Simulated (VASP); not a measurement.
# Ca3InSn (Pm-3m) in VASP: a series of runs

One crystal, Ca3InSn, is run at these levels: PBE; tasks: single point, relaxation of cell and atoms.

Program: VASP 6.6.1. These are calculated values, not measurements. Logs are shortened: lines on timing, memory, paths and dates and some standing lists are left out, and cuts for length are marked.

**1. The crystal as given**

It takes space group Pm-3m (No. 221, cubic). Conventional cell: a = 5.869 Å, b = 5.869 Å, c = 5.869 Å, α = 90.00°, β = 90.00°, γ = 90.00°. Ca (site symmetry 4/mmm) is surrounded by 2 In at 2.93 Å. Around In (site symmetry m-3m) lie 6 Ca at 2.93 Å. Sn (site symmetry m-3m) has 12 Ca at 4.15 Å as nearest neighbours.

The cell was built by a generator and needn't be a form met in nature.

**2. Single point, PBE**

Contents of INCAR:

```
PREC     = Accurate       # precision mode
ENCUT    = 520            # plane-wave cutoff, eV
EDIFF    = 1E-7           # SCF threshold, eV
ISMEAR   = -1             # smearing method
SIGMA    = 0.1            # smearing width, eV
LREAL    = False          # projectors in reciprocal space
LASPH    = True           # aspherical terms in the spheres
NELM     = 60             # most SCF steps
ALGO     = Normal         # electronic algorithm
ISIF     = 2              # what is computed and relaxed
LWAVE    = False          # write WAVECAR
LCHARG   = False          # write CHGCAR
GGA      = PE             # functional
NBANDS   = 36             # bands
```

Contents of KPOINTS:

```
regular mesh
0
Gamma
  7 7 7
```

Contents of POSCAR:

```
Ca3InSn
1.0
    5.8687100253      0.0000000000      0.0000000000
    0.0000000000      5.8687100253      0.0000000000
    0.0000000000      0.0000000000      5.8687100253
Ca In Sn
3 1 1
Direct
    0.5000000000      0.5000000000      0.0000000000
    0.0000000000      0.5000000000      0.5000000000
    0.5000000000      0.0000000000      0.5000000000
    0.5000000000      0.5000000000      0.5000000000
    0.0000000000      0.0000000000      0.0000000000
```

Potentials or basis: VASP PAW PBE potentials, release 64 (Ca_sv, In_d, Sn_d).

Run with:

```bash
$ cat potpaw_PBE.64/Ca_sv/POTCAR potpaw_PBE.64/In_d/POTCAR potpaw_PBE.64/Sn_d/POTCAR > POTCAR
$ mpirun -np 1 vasp_std > vasp.out
```

OUTCAR:

```text
PREC = Accurate
   ENCUT = 520
   EDIFF = 1E-7
   ISMEAR = -1
   LREAL = False
   LASPH = True
   NELM = 60
   ISIF = 2
   GGA = PE

 ion  position               nearest neighbor table
   1  0.500  0.500  0.000-   4 2.93   4 2.93
   2  0.000  0.500  0.500-   4 2.93   4 2.93
   3  0.500  0.000  0.500-   4 2.93   4 2.93
   4  0.500  0.500  0.500-   1 2.93   2 2.93   3 2.93   1 2.93   3 2.93   2 2.93
   5  0.000  0.000  0.000-

  LATTYP: Found a simple cubic cell.
 ALAT       =     5.8687100253

  Lattice vectors:

 A1 = (   5.8687100253,   0.0000000000,   0.0000000000)
 A2 = (   0.0000000000,   5.8687100253,   0.0000000000)
 A3 = (   0.0000000000,   0.0000000000,   5.8687100253)

Analysis of symmetry for initial positions (statically):
=====================================================================
 Subroutine PRICEL returns:
 Original cell was already a primitive cell.

 Routine SETGRP: Setting up the symmetry group for a
 simple cubic supercell.

 Subroutine GETGRP returns: Found 48 space group operations
 (whereof 48 operations were pure point group operations)
 out of a pool of 48 trial point group operations.

The static configuration has the point symmetry O_h .

Analysis of symmetry for dynamics (positions and initial velocities):
=====================================================================
 Subroutine PRICEL returns:
 Original cell was already a primitive cell.

 Routine SETGRP: Setting up the symmetry group for a
 simple cubic supercell.

 Subroutine GETGRP returns: Found 48 space group operations
 (whereof 48 operations were pure point group operations)
 out of a pool of 48 trial point group operations.

The dynamic configuration has the point symmetry O_h .

 Subroutine INISYM returns: Found 48 space group operations
 (whereof 48 operations are pure point group operations),
 and found     1 'primitive' translations

----------------------------------------------------------------------------------------

                                     Primitive cell

  volume of cell :     202.1287

  direct lattice vectors                    reciprocal lattice vectors
     5.868710025  0.000000000  0.000000000     0.170395197  0.000000000  0.000000000
     0.000000000  5.868710025  0.000000000     0.000000000  0.170395197  0.000000000
     0.000000000  0.000000000  5.868710025     0.000000000  0.000000000  0.170395197

  length of vectors
     5.868710025  5.868710025  5.868710025     0.170395197  0.170395197  0.170395197

  position of ions in fractional coordinates (direct lattice)
     0.500000000  0.500000000  0.000000000
     0.000000000  0.500000000  0.500000000
     0.500000000  0.000000000  0.500000000
     0.500000000  0.500000000  0.500000000
     0.000000000  0.000000000  0.000000000

  ion indices of the primitive-cell ions
   primitive index   ion index
                 1           1
                 2           2
                 3           3
                 4           4
                 5           5

----------------------------------------------------------------------------------------

 KPOINTS: regular mesh

Automatic generation of k-mesh.
 Grid dimensions read from file:
 generate k-points for:    7    7    7

 Generating k-lattice:

  Cartesian coordinates                     Fractional coordinates (reciprocal lattice)
     0.024342171  0.000000000  0.000000000     0.142857143  0.000000000  0.000000000
     0.000000000  0.024342171  0.000000000     0.000000000  0.142857143  0.000000000
     0.000000000  0.000000000  0.024342171     0.000000000  0.000000000  0.142857143

  Length of vectors
     0.024342171  0.024342171  0.024342171

  Shift w.r.t. Gamma in fractional coordinates (k-lattice)
     0.000000000  0.000000000  0.000000000

 Subroutine IBZKPT returns following result:
 ===========================================

 Found     20 irreducible k-points:

 Following reciprocal coordinates:
            Coordinates               Weight
  0.000000  0.000000  0.000000      1.000000
  0.142857  0.000000  0.000000      6.000000
  0.285714  0.000000  0.000000      6.000000
  0.428571  0.000000  0.000000      6.000000
  0.142857  0.142857  0.000000     12.000000
  0.285714  0.142857  0.000000     24.000000
[... 12 lines left out ...]
  0.428571  0.428571  0.285714     24.000000
  0.428571  0.428571  0.428571      8.000000
   k-points           NKPTS =     20   k-points in BZ     NKDIM =     20   number of bands    NBANDS=     36
   number of dos      NEDOS =    301   number of ions     NIONS =      5
   total plane-waves  NPLWV = 110592
   dimension x,y,z NGX =    48 NGY =   48 NGZ =   48
   dimension x,y,z NGXF=    96 NGYF=   96 NGZF=   96
   ions per type =               3   1   1
   NGX,Y,Z   is equivalent  to a cutoff of  13.60, 13.60, 13.60 a.u.
   NGXF,Y,Z  is equivalent  to a cutoff of  27.19, 27.19, 27.19 a.u.
 SYSTEM =  unknown system
   PREC   = accura    normal or accurate (medium, high low for compatibility)
   ISTART =      0    job   : 0-new  1-cont  2-samecut
   ICHARG =      2    charge: 1-file 2-atom 10-const
   ISPIN  =      1    spin polarized calculation?
   LNONCOLLINEAR =      F non collinear calculations
   LSORBIT =      F    spin-orbit coupling
   LASPH  =      T    aspherical Exc in radial PAW
   ENCUT  =  520.0 eV  38.22 Ry    6.18 a.u.  10.91 10.91 10.91*2*pi/ulx,y,z
   NELM   =     60;   NELMIN=  2; NELMDL= -5     # of ELM steps
   EDIFF  = 0.1E-06   stopping-criterion for ELM
   LREAL  =      F    real-space projection
   EDIFFG = 0.1E-05   stopping-criterion for IOM
   NSW    =      0    number of steps for IOM
   IBRION =     -1    ionic relax: 0-MD 1-quasi-New 2-CG
   NFREE  =      0    steps in history (QN), initial steepest desc. (CG)
   ISIF   =      2    stress and relaxation
   ISYM   =      2    0-nonsym 1-usesym 2-fastsym
   POTIM  = 0.5000    time-step for ionic-motion
   TEBEG  =    0.0;   TEEND  =   0.0 temperature during run
   PSTRESS=    0.0 pullay stress
   NELECT =      57.0000    total number of electrons
   NUPDOWN=      -1.0000    fix difference up-down
   EMIN   =  10.00;   EMAX   =-10.00  energy-range for DOS
   EFERMI =   0.00;   METHOD = LEGACY
   ISMEAR =    -1;   SIGMA  =   0.10  broadening in eV -4-tet -1-fermi 0-gaus
   EFERMI_NEDOS =   21; number of points for ismear=-14 and -15
   IALGO  =     38    algorithm
   IMIX   =      4    mixing-type and parameters
     AMIX     =   0.40;   BMIX     =  1.00
     AMIX_MAG =   1.60;   BMIX_MAG =  1.00
  volume/ion in A,a.u.               =      40.43       272.81
  Fermi-wavevector in a.u.,A,eV,Ry     =   1.073554  2.028722 15.680955  1.152518
  Thomas-Fermi vector in A             =   2.209356
   LORBIT       =      0    0 simple, 1 ext, 2 COOP (PROOUT), +10 PAW based schemes
   GGA     = PE    functional components
[... 5 lines left out ...]
 non-spin polarized calculation
  energy-cutoff  :      520.00
  volume of cell :      202.13
 maximum number of plane-waves:      5469
 NGX is ok and might be reduce to    48
   NGX = 21   NGY = 21   NGZ = 21

 number of electron      56.9999991 magnetization

 Free energy of the ion-electron system (eV)
  ---------------------------------------------------
  ext. energy  EPLUGINS =         0.00000000
  ---------------------------------------------------
  free energy    TOTEN  =       -12.14354126 eV

  energy without entropy =      -11.92043456  energy(sigma->0) =      -12.03198791

 E-fermi :   2.4476     XC(G=0):  -7.9481

 val. band max:        2.4333082710   @ k =   0.4286   0.2857   0.2857
 cond. band min:       2.4504180633   @ k =   0.4286   0.1429   0.1429
 fundamental gap:      0.0171097923
 Fermi energy:         2.4475866309

 k-point     1 :       0.0000    0.0000    0.0000
  band No.  band energies     occupation
      1     -39.1843      2.00000
      2     -39.1780      2.00000
      3     -39.1780      2.00000
      4     -20.2150      2.00000
      5     -20.2150      2.00000
      6     -20.2150      2.00000
[... 28 lines left out ...]
     35       3.9968      0.00000
     36       3.9968      0.00000

 k-point     2 :       0.1429    0.0000    0.0000
  band No.  band energies     occupation
      1     -39.1840      2.00000
      2     -39.1782      2.00000
      3     -39.1780      2.00000
      4     -20.2136      2.00000
      5     -20.2136      2.00000
      6     -20.2135      2.00000
[... 28 lines left out ...]
     35       4.4883      0.00000
     36       4.4883      0.00000

 k-point     3 :       0.2857    0.0000    0.0000
  band No.  band energies     occupation
      1     -39.1832      2.00000
      2     -39.1789      2.00000
      3     -39.1780      2.00000
      4     -20.2101      2.00000
      5     -20.2101      2.00000
      6     -20.2088      2.00000
[... 28 lines left out ...]
     35       4.9149      0.00000
     36       4.9149      0.00000

 k-point     4 :       0.4286    0.0000    0.0000
  band No.  band energies     occupation
      1     -39.1823      2.00000
      2     -39.1797      2.00000
      3     -39.1780      2.00000
      4     -20.2063      2.00000
      5     -20.2063      2.00000
      6     -20.2022      2.00000
[... 28 lines left out ...]
     35       5.1177      0.00000
     36       5.1381      0.00000

 k-point     5 :       0.1429    0.1429    0.0000
  band No.  band energies     occupation
      1     -39.1837      2.00000
      2     -39.1783      2.00000
      3     -39.1781      2.00000
      4     -20.2149      2.00000
      5     -20.2123      2.00000
      6     -20.2099      2.00000
[... 499 lines left out ...]
 k-point    18 :       0.4286    0.2857    0.2857
  band No.  band energies     occupation
      1     -39.1809      2.00000
      2     -39.1797      2.00000
      3     -39.1791      2.00000
      4     -20.2183      2.00000
      5     -20.2129      2.00000
      6     -20.2126      2.00000
[... 28 lines left out ...]
     35       5.0015      0.00000
     36       5.0681      0.00000

 k-point    19 :       0.4286    0.4286    0.2857
  band No.  band energies     occupation
      1     -39.1803      2.00000
      2     -39.1797      2.00000
      3     -39.1795      2.00000
      4     -20.2203      2.00000
      5     -20.2172      2.00000
      6     -20.2133      2.00000
[... 28 lines left out ...]
     35       4.9236      0.00000
     36       5.0296      0.00000

 k-point    20 :       0.4286    0.4286    0.4286
  band No.  band energies     occupation
      1     -39.1800      2.00000
      2     -39.1797      2.00000
      3     -39.1797      2.00000
      4     -20.2262      2.00000
      5     -20.2175      2.00000
      6     -20.2174      2.00000
[... 28 lines left out ...]
     35       4.9818      0.00000
     36       5.0281      0.00000

------------------------ aborting loop because EDIFF is reached ----------------------------------------

  FORCE on cell =-STRESS in cart. coord.  units (eV):
  Direction    XX          YY          ZZ          XY          YZ          ZX
  --------------------------------------------------------------------------------------
  -------------------------------------------------------------------------------------
  Total        0.0817380      0.0817380      0.0817380     -0.0000000     -0.0000000      0.0000000
  in kB        0.6478980      0.6478980      0.6478980     -0.0000000     -0.0000000      0.0000000
  external PRESSURE =       0.6478980 kB  Pullay stress =       0.0000000 kB

 VOLUME and BASIS-vectors are now :
 -----------------------------------------------------------------------------
  energy-cutoff  :      520.00
  volume of cell :      202.13
      direct lattice vectors                 reciprocal lattice vectors
     5.868710025  0.000000000  0.000000000     0.170395197  0.000000000  0.000000000
     0.000000000  5.868710025  0.000000000     0.000000000  0.170395197  0.000000000
     0.000000000  0.000000000  5.868710025     0.000000000  0.000000000  0.170395197

 POSITION                                       TOTAL-FORCE (eV/Angst)
 -----------------------------------------------------------------------------------
      2.93436      2.93436      0.00000         0.000000      0.000000      0.000000
      0.00000      2.93436      2.93436         0.000000      0.000000      0.000000
      2.93436      0.00000      2.93436         0.000000      0.000000      0.000000
      2.93436      2.93436      2.93436         0.000000      0.000000      0.000000
      0.00000      0.00000      0.00000         0.000000      0.000000      0.000000
 -----------------------------------------------------------------------------------
    total drift:                                0.000000     -0.000000     -0.000000

  FREE ENERGIE OF THE ION-ELECTRON SYSTEM (eV)
  ---------------------------------------------------
  free  energy   TOTEN  =       -12.1435412636 eV

  energy  without entropy=      -11.9204345581  energy(sigma->0) =      -12.03198791
```

It took 2 min on 1 thread of Intel Xeon Platinum 8559C (Emerald Rapids), shared host; peak memory 0.4 GiB.

What came out:

- Free energy: -12.1435 eV
- Pressure: 0.1 GPa
- Band gap on the k mesh: none (metal or under the smearing width)

Levels at points of the mesh, in eV from the Fermi level:
```
           k point  band 25  band 26  band 27  band 28  band 29  band 30  band 31  band 32
(0.00, 0.00, 0.00)    -0.61    -0.61    -0.61     0.82     0.82     0.85     1.41     1.41
```

**3. Relaxation of cell and atoms, PBE**

This run uses another cell than the first one, of 27.54 Å³/atom, 0.681 times its volume.

Contents of INCAR:

```
  PREC = Accurate
  ENCUT = 600
  EDIFF = 1E-7
  ISMEAR = -1
  SIGMA = 0.1
  LREAL = F
  LASPH = T
  NELM = 80
  ALGO = Normal
  ISIF = 3
  LWAVE = F
  LCHARG = F
  GGA = PE
  IBRION = 2
  NSW = 60
  EDIFFG = -0.03
```

Contents of KPOINTS:

```
Automatic mesh
0
Gamma
  7 7 7
```

Changes to POSCAR since step 2:

```diff
@@ -2,5 +2,5 @@
 1.0
-    5.8687100253      0.0000000000      0.0000000000
-    0.0000000000      5.8687100253      0.0000000000
-    0.0000000000      0.0000000000      5.8687100253
+    5.1636800000      0.0000000000      0.0000000000
+    0.0000000000      5.1636800000      0.0000000000
+    0.0000000000      0.0000000000      5.1636800000
 Ca In Sn
```

Potentials or basis: VASP PAW PBE potentials, release 64 (Ca_sv, In_d, Sn_d).

Run with:

```bash
$ cat potpaw_PBE.64/Ca_sv/POTCAR potpaw_PBE.64/In_d/POTCAR potpaw_PBE.64/Sn_d/POTCAR > POTCAR
$ mpirun -np 1 vasp_std > vasp.out
```

Run time: 4.8 min. Hardware: 1 thread of Intel Xeon Platinum 8559C (Emerald Rapids), shared host; peak memory 0.34 GiB.

Results (log left out):

| Item | Value |
| --- | --- |
| Free energy | -12.1297 eV |
| Relaxed volume | 40.43 Å³/atom |
| Relaxed cell | a = 5.869 Å, b = 5.869 Å, c = 5.869 Å, α = 90.00°, β = 90.00°, γ = 90.00° |
| Space group after relaxing (to 0.05 Å) | Pm-3m (No. 221) |
| Energy gained by relaxing | 511.8 meV/atom |
| Ionic steps | 3 |
| Pressure after relaxing | 0.1 GPa |
| Band gap on the k mesh | none (metal or under the smearing width) |

The path:
```csv
step,energy change (eV),largest force (eV/Å),pressure (GPa),volume (Å³)
1,0.0000,0.0000,17.25,137.68
2,-2.5569,0.0000,-0.27,205.60
3,-2.5591,0.0000,0.07,202.16
```

Final structure:
```yaml
crystal:
  lattice:
    - [5.86905, 0.00000, 0.00000]
    - [0.00000, 5.86905, 0.00000]
    - [0.00000, 0.00000, 5.86905]
  atoms:
    - { symbol: Ca, position: [0.50000, 0.50000, 0.00000] }
    - { symbol: Ca, position: [0.00000, 0.50000, 0.50000] }
    - { symbol: Ca, position: [0.50000, 0.00000, 0.50000] }
    - { symbol: In, position: [0.50000, 0.50000, 0.50000] }
    - { symbol: Sn, position: [0.00000, 0.00000, 0.00000] }
```

Levels at points of the mesh, in eV from the Fermi level:
| k point | band 25 | band 26 | band 27 | band 28 | band 29 | band 30 | band 31 | band 32 |
| --- | --- | --- | --- | --- | --- | --- | --- | --- |
| (0.00, 0.00, 0.00) | -0.61 | -0.61 | -0.61 | 0.82 | 0.82 | 0.85 | 1.41 | 1.41 |

Caveat: the volume moved by over 15 % at a fixed basis, so the end points are rough.
